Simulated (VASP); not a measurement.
The input files of a VASP run:

**KPOINTS**
```
Automatic mesh
0
gamma
  5 5 1
```

File POSCAR:
```
CdS
4.2588870
  1.0000000000   0.0000000000   0.0000000000
 -0.4999998826   0.8660253254   0.0000000000
  0.0000000000   0.0000000000   5.4019512610
Cd S
4 4
Cartesian
  0.5000005391   0.2886748198   1.6053248660
 -0.0000004217   0.5773505056   2.4012591687
  0.5000005391   0.2886748198   3.1971988733
 -0.0000004217   0.5773505056   3.9931331760
  0.5000005391   0.2886748198   2.2047523877
 -0.0000004217   0.5773505056   1.4088180850
  0.5000005391   0.2886748198   3.7966263950
 -0.0000004217   0.5773505056   3.0006920923
```

### INCAR
```
ALGO = Normal
EDIFF = 1E-6
ENCUT = 300
GGA = PE
ISIF = 2
ISMEAR = 1
LASPH = .True.
LCHARG = .False.
LMAXMIX = 4
LREAL = .False.
LWAVE = .False.
NELM = 100
PREC = Accurate
SIGMA = 0.272
SYSTEM = CdS
```

POTCAR, in this order: Cd S (PBE.64 set). Program: vasp_std.

Problem. Translate this PBE calculation to Quantum ESPRESSO's pw.x.

Solution. One equivalent input (not run):
```
&CONTROL
  calculation = 'scf'
  pseudo_dir = './pseudo'
  outdir = './out'
  tprnfor = .true.
  tstress = .true.
/
&SYSTEM
  ibrav = 0
  nat = 8
  ntyp = 2
  ecutwfc = 102
  occupations = 'smearing'
  smearing = 'methfessel-paxton'
  degauss = 0.01999
  input_dft = 'pbe'
/
&ELECTRONS
  conv_thr = 7.3e-08
  electron_maxstep = 100
/
ATOMIC_SPECIES
  Cd 112.414 Cd.upf
  S 32.060 S.upf
CELL_PARAMETERS angstrom
     4.2588870    0.0000000    0.0000000
    -2.1294430    3.6883040    0.0000000
     0.0000000    0.0000000   23.0063000
ATOMIC_POSITIONS crystal
  Cd   0.6666670  0.3333330  0.2971750
  Cd   0.3333330  0.6666670  0.4445170
  Cd   0.6666670  0.3333330  0.5918600
  Cd   0.3333330  0.6666670  0.7392020
  S    0.6666670  0.3333330  0.4081400
  S    0.3333330  0.6666670  0.2607980
  S    0.6666670  0.3333330  0.7028250
  S    0.3333330  0.6666670  0.5554830
K_POINTS automatic
  5 5 1 0 0 0
```
What does not carry over: the potentials are each code's own (VASP's PAW set, PseudoDojo norm-conserving files in pw.x), so ENCUT and ecutwfc are chosen apart and not converted; conv_thr bounds pw.x's estimated SCF error, while EDIFF bounds the energy change between steps.

The cell is a sheet with vacuum, built from a database entry that may be metastable or hypothetical.
